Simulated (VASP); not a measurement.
Data:

```yaml
crystal:
  lattice:
    - [11.52221, 0.00000, 0.00000]
    - [0.00000, 11.52221, 0.00000]
    - [0.00000, 0.00000, 11.52221]
  atoms:
    - { symbol: Ga, position: [0.49758, 0.00122, 0.00137] }
    - { symbol: Ga, position: [0.74923, 0.25091, 0.99756] }
    - { symbol: Ga, position: [0.74934, 0.99786, 0.25113] }
    - { symbol: Ga, position: [0.00030, 0.99981, 0.99989] }
    - { symbol: Ga, position: [0.24954, 0.24882, 0.00085] }
    - { symbol: Ga, position: [0.50061, 0.49935, 0.99866] }
    - { symbol: Ga, position: [0.75121, 0.75082, 0.00065] }
    - { symbol: Ga, position: [0.24951, 0.00068, 0.24890] }
    - { symbol: Ga, position: [0.49442, 0.24372, 0.24371] }
    - { symbol: Ga, position: [0.75701, 0.50663, 0.24294] }
    - { symbol: Ga, position: [0.50071, 0.99885, 0.49938] }
    - { symbol: Ga, position: [0.75585, 0.24414, 0.50576] }
    - { symbol: Ga, position: [0.75119, 0.00082, 0.75038] }
    - { symbol: Ga, position: [0.99900, 0.50247, 0.00127] }
    - { symbol: Ga, position: [0.24932, 0.75072, 0.99980] }
    - { symbol: Ga, position: [0.00232, 0.25088, 0.25122] }
    - { symbol: Ga, position: [0.24809, 0.50180, 0.25039] }
    - { symbol: Ga, position: [0.49817, 0.75214, 0.25035] }
    - { symbol: Ga, position: [0.99892, 0.00112, 0.50271] }
    - { symbol: Ga, position: [0.24805, 0.25032, 0.50196] }
    - { symbol: Ga, position: [0.74971, 0.75211, 0.50186] }
    - { symbol: Ga, position: [0.24936, 0.99972, 0.75073] }
    - { symbol: Ga, position: [0.49797, 0.25018, 0.75228] }
    - { symbol: Ga, position: [0.74997, 0.50205, 0.75218] }
    - { symbol: Ga, position: [0.99964, 0.75064, 0.24882] }
    - { symbol: Ga, position: [0.00124, 0.49932, 0.49951] }
    - { symbol: Ga, position: [0.24893, 0.75107, 0.50293] }
    - { symbol: Ga, position: [0.99948, 0.24874, 0.75051] }
    - { symbol: Ga, position: [0.24879, 0.50276, 0.75119] }
    - { symbol: Ga, position: [0.49730, 0.75126, 0.75120] }
    - { symbol: Ga, position: [0.00023, 0.75076, 0.75071] }
    - { symbol: As, position: [0.62828, 0.12510, 0.12512] }
    - { symbol: As, position: [0.87510, 0.37194, 0.12504] }
    - { symbol: As, position: [0.87500, 0.12511, 0.37245] }
    - { symbol: As, position: [0.12466, 0.12499, 0.12510] }
    - { symbol: As, position: [0.37510, 0.37680, 0.12572] }
    - { symbol: As, position: [0.62316, 0.62517, 0.12551] }
    - { symbol: As, position: [0.87515, 0.87539, 0.12508] }
    - { symbol: As, position: [0.37504, 0.12569, 0.37676] }
    - { symbol: As, position: [0.87454, 0.62512, 0.37673] }
    - { symbol: As, position: [0.62312, 0.12573, 0.62513] }
    - { symbol: As, position: [0.87442, 0.37674, 0.62513] }
    - { symbol: As, position: [0.87513, 0.12495, 0.87525] }
    - { symbol: As, position: [0.12465, 0.62561, 0.12495] }
    - { symbol: As, position: [0.37434, 0.87549, 0.12495] }
    - { symbol: As, position: [0.12589, 0.37532, 0.37533] }
    - { symbol: As, position: [0.37252, 0.62762, 0.37224] }
    - { symbol: As, position: [0.62478, 0.87427, 0.37524] }
    - { symbol: As, position: [0.12460, 0.12486, 0.62571] }
    - { symbol: As, position: [0.37252, 0.37218, 0.62780] }
    - { symbol: As, position: [0.62799, 0.62761, 0.62777] }
    - { symbol: As, position: [0.87510, 0.87552, 0.62569] }
    - { symbol: As, position: [0.37431, 0.12478, 0.87568] }
    - { symbol: As, position: [0.62479, 0.37530, 0.87412] }
    - { symbol: As, position: [0.87524, 0.62578, 0.87568] }
    - { symbol: As, position: [0.12445, 0.87574, 0.37596] }
    - { symbol: As, position: [0.12439, 0.62526, 0.62526] }
    - { symbol: As, position: [0.37490, 0.87568, 0.62522] }
    - { symbol: As, position: [0.12438, 0.37571, 0.87572] }
    - { symbol: As, position: [0.37479, 0.62524, 0.87559] }
    - { symbol: As, position: [0.62423, 0.87587, 0.87567] }
    - { symbol: As, position: [0.12500, 0.87502, 0.87504] }
    - { symbol: Sn, position: [0.52245, 0.47763, 0.47792] }
```

Computed with PBE GGA, VASP's PBE PAW potentials (set 64) (plane waves; VASP). Settings: PREC = Normal, LREAL = Auto, ISYM = 0, 400 eV cut-off, 1×1×1 Γ-centred mesh, Gaussian smearing of 0.050 eV, potentials Ga As Sn. Starting moments (MAGMOM): 63*0.0317. The cell's moment is fixed (NUPDOWN = 2).

The supercell is sampled at Γ alone, which is coarse: total energies, pressure and levels can be off, energies of defects by several tenths of an eV.

Q: Estimate the cell moment, energy per atom (σ→0), pressure.

A: 
| Quantity | Result |
|---|---|
| cell moment | 2.00 μB |
| energy per atom (σ→0) | -4.022 eV/atom |
| pressure | 1.20 GPa |

Q: Give the moment on each site (PAW-sphere projection).

A: 
```csv
site,moment (μB)
Ga1,0.01
Ga2,0.03
Ga3,0.03
Ga4,0.02
Ga5,0.02
Ga6,0.03
Ga7,0.02
Ga8,0.02
Ga9,0.05
Ga10,0.05
Ga11,0.03
Ga12,0.05
Ga13,0.02
Ga14,0.01
Ga15,0.02
Ga16,0.03
Ga17,0.03
Ga18,0.03
Ga19,0.01
Ga20,0.03
Ga21,0.03
Ga22,0.02
Ga23,0.03
Ga24,0.03
Ga25,0.02
Ga26,0.03
Ga27,0.02
Ga28,0.02
Ga29,0.02
Ga30,0.02
Ga31,0.02
As32,0.03
As33,0.03
As34,0.03
As35,0.01
As36,0.01
As37,0.01
As38,0.01
As39,0.01
As40,0.01
As41,0.01
As42,0.01
As43,0.01
As44,0.01
As45,0.01
As46,0.02
As47,0.04
As48,0.02
As49,0.01
As50,0.04
As51,0.04
As52,0.01
As53,0.01
As54,0.02
As55,0.01
As56,0.01
As57,0.01
As58,0.01
As59,0.01
As60,0.01
As61,0.01
As62,0.02
Sn63,0.11
```

Only differences to runs with the same potentials and settings are physical.

The cell is a supercell with a defect, built from GaAs (zinc blende): Sn_Ga-vac_As.
